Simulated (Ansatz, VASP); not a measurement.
## Cross-check of Mo between VASP and Ansatz

Wanted: the spread between two codes on one cell, functional and k mesh. The cell is taken from a series of VASP runs on this material, whose earlier steps may have relaxed, scaled or displaced it; both programs get it as it stands.

Calculated with Ansatz 0.2.0; plane waves, with VASP 6.6.1 beside it; band structure at PBEsol, spin-orbit coupling.

### Step 1. Starting point

It takes space group Im-3m (No. 229, cubic). Conventional cell: a = 3.126 Å, b = 3.126 Å, c = 3.126 Å, α = 90.00°, β = 90.00°, γ = 90.00°. Nearest to Mo lie 8 Mo at 2.71 Å.

### Step 2. VASP: band structure, PBEsol, spin-orbit coupling

With cell and atoms fixed, the geometry can't cause a difference; cores, projectors, grids and the points listed under the comparison can.

Lines of VASP's logs that name or quote its potential files are left out, and so is its time.

INCAR

```
SYSTEM = Mo
PREC = Accurate
ENCUT = 400
EDIFF = 1E-06
NELM = 100
ISMEAR = 1
SIGMA = 0.2
LREAL = .FALSE.
ALGO = Normal
GGA = PS
LNONCOLLINEAR = .TRUE.
MAGMOM = 0 0 0
NBANDS = 26
GGA_COMPAT = .FALSE.
LASPH = .TRUE.
LSORBIT = .TRUE.
LMAXMIX = 4
LORBIT = 11
LWAVE = .FALSE.
LCHARG = .FALSE.
KPAR = 2
```

POSCAR

```
Mo
1.0
   -1.5632452756      1.5632452756      1.5632452756
    1.5632452756     -1.5632452756      1.5632452756
    1.5632452756      1.5632452756     -1.5632452756
Mo
1
Direct
    0.0000000000      0.0000000000      0.0000000000
```

KPOINTS

```
Automatic mesh
0
Gamma
8 8 8
0 0 0
```

KPOINTS_OPT

```
Line mode
16
Line-mode
Reciprocal
  0.00000000   0.00000000   0.00000000 GAMMA
  0.50000000  -0.50000000   0.50000000 H

  0.50000000  -0.50000000   0.50000000 H
  0.00000000   0.00000000   0.50000000 N

  0.00000000   0.00000000   0.50000000 N
  0.00000000   0.00000000   0.00000000 GAMMA

  0.00000000   0.00000000   0.00000000 GAMMA
  0.25000000   0.25000000   0.25000000 P

  0.25000000   0.25000000   0.25000000 P
  0.50000000  -0.50000000   0.50000000 H

  0.25000000   0.25000000   0.25000000 P
  0.00000000   0.00000000   0.50000000 N
```

PAW data sets: Mo_sv (PBE family, release 64).

Command:

```console
mpirun -np 2 vasp_ncl
```

Numbers of over 12 decimals in the logs are rounded to 6 here.

The log of the run:

```text
[banner, memory and clock lines left out]
running    2 mpi-ranks, on    1 nodes
 distrk:  each k-point on    1 cores,    2 groups
 distr:  one band on    1 cores,    1 groups

 POSCAR found type information on POSCAR Mo
 POSCAR found :  1 types and       1 ions
|                                                                             |
|               ----> ADVICE to this user running VASP <----                  |
|                                                                             |
|     You enforced a specific xc type in the INCAR file but a different       |
|     [... a line on the potential file left out ...]
|     I HOPE YOU KNOW WHAT YOU ARE DOING!                                     |
|                                                                             |

 LDA part: xc-table for (Slater+PW92), standard interpolation
 POSCAR, INCAR and KPOINTS ok, starting setup
 FFT: planning ... GRIDC
 FFT: planning ... GRID_SOFT
 FFT: planning ... GRID
 WAVECAR not read
 entering main loop
       N       E                     dE             d eps       ncg     rms          rms(c)
DAV:   1     0.114954883098E+03    0.11495E+03   -0.69150E+03  1516   0.931E+02
DAV:   2    -0.103969032286E+02   -0.12535E+03   -0.12100E+03  1684   0.331E+02
DAV:   3    -0.126105666369E+02   -0.22137E+01   -0.21956E+01  1692   0.448E+01
DAV:   4    -0.126178689172E+02   -0.73023E-02   -0.73016E-02  1594   0.281E+00
DAV:   5    -0.126179166651E+02   -0.47748E-04   -0.47748E-04  1642   0.200E-01    0.167E+01
DAV:   6    -0.119587328666E+02    0.65918E+00   -0.75678E-01  1532   0.108E+01    0.464E+00
DAV:   7    -0.118614576863E+02    0.97275E-01   -0.15832E-01  1616   0.463E+00    0.110E+00
DAV:   8    -0.118568204674E+02    0.46372E-02   -0.31607E-03  1574   0.681E-01    0.771E-01
DAV:   9    -0.118558989779E+02    0.92149E-03   -0.68903E-04  1656   0.320E-01    0.903E-02
DAV:  10    -0.118558967191E+02    0.22588E-05   -0.23957E-05  1584   0.573E-02    0.528E-02
DAV:  11    -0.118559005328E+02   -0.38137E-05   -0.66733E-06  1574   0.306E-02    0.254E-03
DAV:  12    -0.118559004369E+02    0.95880E-07   -0.11628E-07   814   0.398E-03
   1 F= -.11855900E+02 E0= -.11855262E+02  d E =-.191633E-02  mag=     0.0000     0.0000    -0.0000
 Start KPOINTS_OPT (optional k-point list driver)
k-point batch [1-29\96]
       N       E                     dE             ncg
DAV:   1    -0.136875419569E+04   -0.15342E+05     1516
DAV:   2    -0.485691097535E+04   -0.34882E+04     1740
DAV:   3    -0.491830729849E+04   -0.61396E+02     1652
DAV:   4    -0.491853177675E+04   -0.22448E+00     1656
DAV:   5    -0.491853342113E+04   -0.16444E-02     1628
DAV:   6    -0.491853344433E+04   -0.23198E-04     1552
DAV:   7    -0.491853344473E+04   -0.40395E-06     1174
[...]
k-point batch [88-96\96]
       N       E                     dE             ncg
DAV:   1     0.121487267099E+05   -0.51711E+04      468
DAV:   2     0.110377857136E+05   -0.11109E+04      548
DAV:   3     0.110167741054E+05   -0.21012E+02      490
DAV:   4     0.110166984512E+05   -0.75654E-01      486
DAV:   5     0.110166979809E+05   -0.47035E-03      478
DAV:   6     0.110166979749E+05   -0.60005E-05      442
DAV:   7     0.110166979748E+05   -0.97380E-07      334
```

Parts of OUTCAR (step 2):

```text
ion  position               nearest neighbor table
   1  0.000  0.000  0.000-

  LATTYP: Found a body centered cubic cell.
 ALAT       =     3.1264905512

 Subroutine GETGRP returns: Found 48 space group operations
 (whereof 48 operations were pure point group operations)

The static configuration has the point symmetry O_h .

 Found     29 irreducible k-points:

   k-points           NKPTS =     29   k-points in BZ     NKDIM =     29   number of bands    NBANDS=     26

   dimension x,y,z NGX =    18 NGY =   18 NGZ =   18
   dimension x,y,z NGXF=    36 NGYF=   36 NGZF=   36

   ENCUT  =  400.0 eV  29.40 Ry    5.42 a.u.   4.42  4.42  4.42*2*pi/ulx,y,z

   NELECT =      14.0000    total number of electrons

 k-points in reciprocal lattice and weights: Automatic mesh
   0.00000000  0.00000000  0.00000000       0.002
   0.12500000  0.00000000  0.00000000       0.023
   0.25000000  0.00000000  0.00000000       0.023
   0.37500000  0.00000000  0.00000000       0.023
   0.50000000  0.00000000  0.00000000       0.012
   0.12500000  0.12500000  0.00000000       0.047
   0.25000000  0.12500000  0.00000000       0.094
   0.37500000  0.12500000  0.00000000       0.094
   0.25000000  0.25000000  0.00000000       0.047
[...]
0.50000000  0.50000000  0.37500000       0.023
   0.50000000  0.50000000  0.50000000       0.002

 average (electrostatic) potential at core
       1 -68.6530

 E-fermi :  12.7223

 k-point     1 :       0.0000    0.0000    0.0000
  band No.  band energies     occupation
    ...
     12      11.3723      1.00000
     13      11.3723      1.00000
     14      11.3723      1.00000
     15      11.5115      1.00000
     16      11.5115      1.00000
     17      14.5265     -0.00000
     18      14.5265     -0.00000
     19      14.5265     -0.00000
     20      14.5265     -0.00000
     21      27.6757      0.00000
    ...

 k-point     2 :       0.1250    0.0000    0.0000
  band No.  band energies     occupation
    ...
     12      11.0339      1.00000
     13      11.3201      1.00000
     14      11.3201      1.00000
     15      12.0880      1.00003
     16      12.0880      1.00003
     17      14.0711     -0.00000
     18      14.0711     -0.00000
     19      14.5442     -0.00000
     20      14.5442     -0.00000
     21      28.1172      0.00000
    ...

 k-point     3 :       0.2500    0.0000    0.0000
  band No.  band energies     occupation
    ...
     10       7.4708      1.00000
     11      10.2414      1.00000
     12      10.2414      1.00000
     13      11.2204      1.00000
     14      11.2204      1.00000
     15      13.9061     -0.00000
     16      13.9061     -0.00000
     17      13.9985     -0.00000
     18      13.9985     -0.00000
     19      14.6985     -0.00000
    ...

  Total        0.1080622      0.1080622      0.1080622      0.0000000      0.0000000      0.0000000
  in kB       11.3303369     11.3303369     11.3303369      0.0000000      0.0000000      0.0000000
  external PRESSURE =      11.3303369 kB  Pullay stress =       0.0000000 kB

  energy-cutoff  :      400.00
  volume of cell :       15.28
      direct lattice vectors                 reciprocal lattice vectors
    -1.563245276  1.563245276  1.563245276     0.000000000  0.319847440  0.319847440
     1.563245276 -1.563245276  1.563245276     0.319847440  0.000000000  0.319847440
     1.563245276  1.563245276 -1.563245276     0.319847440  0.319847440  0.000000000

 POSITION                                       TOTAL-FORCE (eV/Angst)
 -----------------------------------------------------------------------------------
      0.00000      0.00000      0.00000        -0.000000     -0.000000      0.000000
 -----------------------------------------------------------------------------------
    total drift:                                0.000000     -0.000000      0.000000

  FREE ENERGIE OF THE ION-ELECTRON SYSTEM (eV)
  ---------------------------------------------------
  free  energy   TOTEN  =       -11.8559004369 eV

  energy  without entropy=      -11.8539841028  energy(sigma->0) =      -11.85526166

 Spin-Orbit-Coupling matrix elements
 Ion:    1  E_soc:     -0.2064689

 total charge
# of ion       s       p       d       tot
------------------------------------------
    1        2.389   6.221   3.946  12.557

 magnetization (x)
# of ion       s       p       d       tot
------------------------------------------
    1        0.000  -0.000   0.000  -0.000

 magnetization (y)
# of ion       s       p       d       tot
------------------------------------------
    1        0.000   0.000   0.000   0.000

 magnetization (z)
# of ion       s       p       d       tot
------------------------------------------
    1       -0.000  -0.000   0.000  -0.000

[... 3 further parts left out ...]
```

The run ends at a pressure of 1.13 GPa.

### Step 3. Ansatz: band structure, PBEsol, spin-orbit coupling

Ansatz runs on its fully relativistic PAW (standard-fr) files.

The same cell, functional, mesh and smearing now go to Ansatz, which takes its cutoff from its data sets.

input.yaml

```yaml
crystal:
  lattice:
    - [-1.5632452756, 1.5632452756, 1.5632452756]
    - [1.5632452756, -1.5632452756, 1.5632452756]
    - [1.5632452756, 1.5632452756, -1.5632452756]
  atoms:
    - { symbol: Mo, position: [0.0, 0.0, 0.0] }
hamiltonian:
  xc: pbesol
  pseudopotentials: { kind: paw_fr }
magnetization:
  noncollinear: true
  spin_orbit: true
kpoints:
  mp_grid: { grid: [8, 8, 8] }
  band_path:
    path:
      - [0.0, 0.0, 0.0]
      - [0.1, -0.1, 0.1]
      - [0.2, -0.2, 0.2]
      - [0.3, -0.3, 0.3]
      - [0.43333, -0.43333, 0.43333]
      - [0.5, -0.5, 0.5]
      - [0.4, -0.4, 0.5]
      - [0.3, -0.3, 0.5]
      - [0.16667, -0.16667, 0.5]
      - [0.06667, -0.06667, 0.5]
      - [0.0, 0.0, 0.5]
      - [0.0, 0.0, 0.36667]
      - [0.0, 0.0, 0.26667]
      - [0.0, 0.0, 0.16667]
      - [0.0, 0.0, 0.06667]
      - [0.01667, 0.01667, 0.01667]
      - [0.06667, 0.06667, 0.06667]
      - [0.11667, 0.11667, 0.11667]
      - [0.16667, 0.16667, 0.16667]
      - [0.23333, 0.23333, 0.23333]
      - [0.26667, 0.2, 0.26667]
      - [0.31667, 0.05, 0.31667]
      - [0.38333, -0.15, 0.38333]
      - [0.43333, -0.3, 0.43333]
      - [0.48333, -0.45, 0.48333]
      - [0.23333, 0.23333, 0.26667]
      - [0.16667, 0.16667, 0.33333]
      - [0.11667, 0.11667, 0.38333]
      - [0.06667, 0.06667, 0.43333]
      - [0.0, 0.0, 0.5]
    npoints: 1
scf:
  occupations: { method: methfessel_paxton, width: 0.2 }
  n_extra_bands: 12
output:
  forces: true
  stress: true
  eigenvalues: true
```

Command:

```console
ansatz run input.yaml --threads 2 --pin off --max-ram 4608MiB --backend cpu --events-out ev --progress --plain --runs-dir out
```

The log of the run:

```text
scf.n_extra_bands = 12 over 14 filled bands (N_el = 14.0): the run solves 26 bands
Engine: ansatz 0.2.0, aarch64-unknown-linux-gnu
Pseudopotentials: kind: paw_fr
Pseudopotential: Mo, paw_fr, valence charge 14, recommended cutoff 420 eV (normal), Mo.paw.azcp#standard-fr
Functional definition: PBEsol
  exchange = pbesol_x
  correlation = pbesol_c
non-collinear run that drives no moment, with spin-orbit: no starting moment large enough to seed its density (crystal.atoms[].spin), no starting occupations that ask for one, no magnetisation constraint and no magnetic field, so the semilocal B_xc is pinned to zero
Crystal: 1 atoms, lattice volume = 15.281 Å³
Basis set: ecut = 420 eV, 321 PW (Γ), exchange–correlation on 40×40×40 points (8 copies of the dense FFT grid, shifted against one another)
Bands: 26, of which v1, the nominal top of the filled ones, is band 14 counted from 1 (13 counted from 0)
Symmetry: 48 space group operations + 48 with time reversal
Magnetic group: BNS 229.141 (UNI 1643), of the structure as read, at distance tolerance 2.5e-5 Å
k-points: 29 of 512
Projection manifold: j_resolved (fully-relativistic pseudo-atomic orbitals)
Non-local potential: Mo, projectors of the file, l = 0: 3, l = 1: 4, l = 2: 4, l = 3: 2
PAW form: soft (Blöchl's): semilocal exchange-correlation on the pseudo side does not see the compensation charge
PAW frozen core: Mo, regenerated for the run's functional, and the local potential with it (the file was generated under x = pbe(κ = 0.804, μ = 0.219515), c = pbe(β = 0.066725))
PAW one-centre angular grid: Mo, 590 points (default); XC on 64 Gauss nodes
Initial density: superposition of atomic densities (chi_scale 0.1, normalization cell)
Initial wavefunctions: pseudopotential atomic-orbital guess
Functional: x = pbesol(κ = 0.804, μ = 0.123457), c = pbesol(β = 0.046)
SCF iter   1: F=—  HF=-4899.307427 eV  |F-HF|=—  |Δ(HF+E_count)|=         —  Δρ=1.12e-1  dr2=1.86e0  dr2_m=0.00e0 (ungated)  ethr=3.10e-3  |M|=0.00e0 ∫|m|=0.00e0 μB  |m|>n=0.0e0 m-floor=0.0e0 τ_xc=0.0e0  β_m=0.30  ⟨swp⟩=6.5  Hψ=1934  notcnv=0  defer=32
preconditioner: auto → none  [insulator: Δε(μ)=0.426 eV  Ē_g=12.187 eV  σ=0.200 eV  W_gap=0.89  n_scr=0 (ndim 8)  ℏωp=23.3 eV  f_vac=0.000  D(μ)=0.39/eV (n_scr^D=0)  ε∞_Penn≈4.6]
SCF iter   2: F=—  HF=-4898.735346 eV  |F-HF|=—  |Δ(HF+E_count)|=   5.72e-1  S|Δr|=    0.00e0  Δρ=5.82e-2  dr2=4.14e-1  dr2_m=0.00e0 (ungated)  ethr=3.10e-3  |M|=0.00e0 ∫|m|=0.00e0 μB  |m|>n=0.0e0 m-floor=0.0e0 τ_xc=0.0e0  β_m=0.43  ⟨swp⟩=2.8  Hψ=743  notcnv=0  defer=188
SCF iter   3: F=—  HF=-4898.598128 eV  |F-HF|=—  |Δ(HF+E_count)|=   1.37e-1  S|Δr|=    0.00e0  Δρ=1.54e-2  dr2=1.14e-2  dr2_m=0.00e0 (ungated)  ethr=2.96e-3  |M|=0.00e0 ∫|m|=0.00e0 μB  |m|>n=0.0e0 m-floor=0.0e0 τ_xc=0.0e0  β_m=0.64  ⟨swp⟩=2.9  Hψ=542  notcnv=0  defer=188
SCF iter   4: F=—  HF=-4898.595605 eV  |F-HF|=—  |Δ(HF+E_count)|=   2.52e-3  S|Δr|=    0.00e0  Δρ=2.90e-3  dr2=1.29e-3  dr2_m=0.00e0 (ungated)  ethr=8.16e-5  |M|=0.00e0 ∫|m|=0.00e0 μB  |m|>n=0.0e0 m-floor=0.0e0 τ_xc=0.0e0  β_m=0.64  ⟨swp⟩=2.3  Hψ=546  notcnv=0  defer=178
SCF iter   5: F=—  HF=-4898.595140 eV  |F-HF|=—  |Δ(HF+E_count)|=   4.65e-4  S|Δr|=    0.00e0  Δρ=1.30e-4  dr2=6.48e-7  dr2_m=0.00e0 (ungated)  ethr=9.21e-6  |M|=0.00e0 ∫|m|=0.00e0 μB  |m|>n=0.0e0 m-floor=0.0e0 τ_xc=0.0e0  β_m=0.82  ⟨swp⟩=2.9  Hψ=494  notcnv=0  defer=178
SCF iter   6: F=—  HF=-4898.595139 eV  |F-HF|=—  |Δ(HF+E_count)|=   4.49e-7  S|Δr|=    0.00e0  Δρ=2.70e-5  dr2=1.05e-7  dr2_m=0.00e0 (ungated)  ethr=7.14e-10  |M|=0.00e0 ∫|m|=0.00e0 μB  |m|>n=0.0e0 m-floor=0.0e0 τ_xc=0.0e0  β_m=0.83  ⟨swp⟩=9.0  Hψ=2048  notcnv=0
SCF iter   7: F=-4898.595139 eV  HF=-4898.595139 eV  |F-HF|=4.09e-9  |Δ(HF+E_count)|=   3.39e-8  S|Δr|=    0.00e0  Δρ=6.11e-6  dr2=5.69e-9  dr2_m=0.00e0 (ungated)  ethr=7.14e-10  |M|=0.00e0 ∫|m|=0.00e0 μB  |m|>n=0.0e0 m-floor=0.0e0 τ_xc=0.0e0  ⟨swp⟩=3.0  Hψ=884  notcnv=0
SCF 1 converged in 7 iterations: F = -4898.595139 eV  dr2 = 5.69e-9
  greatest PAW one-centre occupation: 0.999 electrons in one spin orbital (limit 2), on the Mo atom at site 0 (counted from 0), in its partial waves of l = 0
NSCF: frozen V_eff on 30 k-points
SCF converged after 7 iterations
Stability not checked: this state was not tested for a lower state beside it, because cold or Methfessel-Paxton smearing, or corrected tetrahedra, fill the levels in a way that the test cannot read (fill_not_monotonic; see scf.lower_state_search)
Magnetization: |M| = 0.0000 μB,  M = (+0.0000, +0.0000, +0.0000) μB
Absolute magnetization: 0.0000 μB (∫|m|)
  site 0: m = (+0.0000, +0.0000, +0.0000) μB, |m| = 0.0000 μB  (R = 1.12 Å)
Free energy (F): -4898.595139 eV
Harris-Foulkes:  -4898.595139 eV  (|F-HF|=4.09e-9)
Internal energy: -4898.593424 eV  (E = F + TS)
E sigma→0 (E₀):  -4898.594711 eV
Entropy (-TS):   -0.001715 eV (-1.715 meV/atom)
Fermi energy:    21.420861 eV
--- Per-component energies (eV) ---
  E_band       = -48.988980
  E_kinetic    = 441.749968
  E_local      = -768.332062  (includes V_loc(G=0)·N_el)
  E_nonlocal   = 144.148755
  E_hartree    = 253.739826
  E_xc         = -182.759922
  E_vxc        = -228.947127  (∫ρ·V_xc dr)
  E_paw        = -3144.754726  (= ΣΔE_a)
  E_vpaw       = -145.090440  (= ΣTr[D̂ρ^β])
  E_aug_tail   = 0.000042  (compensation charges beyond the density's cutoff)
  E_ewald      = -1642.595658
  E_core_change = 0.210354  (= ΣΔE_core)
  E_smearing   = -0.001715  (= −TS)
  E_closure    = 0.000000  (closes the sum)
  Σ components = -4898.595139   (vs F -4898.595139, Δ=0.00e0)
--- Forces (eV/Å), atoms counted from 1 ---
  atom   1  Mo     0.00000000     0.00000000    -0.00000000
  max |Σ_I F_I| component: 1.77e-32 eV/Å
--- Stress (GPa, compression-positive) ---
        1.504750       0.000000       0.000000
        0.000000       1.504750       0.000000
       -0.000000      -0.000000       1.504750
  P = ⅓ Tr σ = 1.5048 GPa (15.048 kbar)
--- Band table (eV; the first three rows and the last of 29) ---
  k-point 0: bands = [... 10 lower, 20.0753, 20.0753, 20.0753, 20.0753, 20.2159, 20.2159, 23.2268, 23.2268, ... 8 higher]
  k-point 1: bands = [... 10 lower, 19.7392, 19.7392, 20.0252, 20.0252, 20.7925, 20.7925, 22.7739, 22.7739, ... 8 higher]
  k-point 2: bands = [... 10 lower, 18.9483, 18.9483, 19.9234, 19.9234, 22.6089, 22.6089, 22.7016, 22.7016, ... 8 higher]
  k-point 28: bands = [... 10 lower, 15.8942, 15.8942, 25.6052, 25.6052, 25.6052, 25.6052, 25.8092, 25.8092, ... 8 higher]
```

Elapsed: 3.4 s, on 2 threads of Arm Neoverse N1, shared host; peak memory 0.31 GiB; 6 s of CPU time.

Reading the cycles: dr2 is the Hartree energy of the density residual (eV), the measure of convergence; HF is the Harris–Foulkes estimate of the energy, which meets the free energy F at convergence.

### Step 4. Side by side

Known differences besides the potentials themselves: spin-orbit coupling enters by fully relativistic files in Ansatz and inside the spheres in VASP; the cutoff is 420 eV in Ansatz and 400 eV in VASP; Ansatz makes its cores anew for this functional, VASP keeps those of its PBE data sets. Total energies have different zeros and are not compared.

Compared:

| quantity | Ansatz | VASP | difference |
| --- | --- | --- | --- |
| pressure (GPa) | 1.50 | 1.13 | +0.37 |

Levels from 3 eV below to 2 eV above the Fermi level differ by 6 meV r.m.s. and 16 meV at most; each VASP level is matched to the nearest of Ansatz, which flatters the figure a little.

### Step 5. Results

- r.m.s. difference of levels near the Fermi level (band structure, PBEsol, spin-orbit coupling): 6.1 meV

**Reading.** The r.m.s. difference of levels near the Fermi level is 6.1 meV (band structure, PBEsol, spin-orbit coupling), within the 80 meV picked in this series as the mark of a large difference. Such differences can come from data sets, numerical settings and the points named under the comparisons, not from the functional's error against experiment.

[Lines on the potential files, build, host, timing and source positions are cut from VASP's logs without a mark.]

[Logs are printed without paths, hosts, clocks, repeated set-up lines and the standing remarks that a program may print on its own settings, such as how far it seeks lower states.]

[Hosts, paths, dates, database ids (printed as entryN), source tags and the programs' standing remarks are cut or masked in the printed files.]
